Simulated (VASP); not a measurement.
# Ge: phonons with LDA

Ge:

```xyz
2
Lattice="0.0000 2.8290 2.8290 2.8290 0.0000 2.8290 2.8290 2.8290 0.0000" Properties=species:S:1:pos:R:3 pbc="T T T"
Ge    0.0000    0.0000    0.0000
Ge    1.4145    1.4145    1.4145
```

The cell was built by a generator and needn't be a form met in nature.

| Item | Value |
| --- | --- |
| Program | VASP 6.6.1 |
| Task | phonons |
| Functional | LDA |
| Potentials or basis | VASP PAW LDA potentials, release 64 (Ge_d) |
| Cutoff | 600 eV |
| k mesh | 32 × 32 × 32 |
| Occupations | fermi-dirac, width 0.03 eV |
| Spin | no spin polarisation |
| Relax isif | 2 |
| By perturbation theory | no |
| Holes per cm³ | 1.07e+21 |
| Further INCAR settings | ALGO = Normal; EDIFF = 1e-08; IBRION = 6; POTIM = 0.015; NSW = 1; NELECT = 27.95155 |

- Highest phonon frequency at Γ: 269 cm⁻¹

Phonon frequencies in cm⁻¹ (negative: imaginary):
| q point | frequencies |
| --- | --- |
| (0.000, 0.000, 0.000) | 0 0 0 269 269 269 |

It took 36 min on 2 MPI ranks on Intel(R) Xeon(R) Platinum 8488C (Sapphire Rapids), with other jobs on the host, peak memory 5.3 GiB a rank.
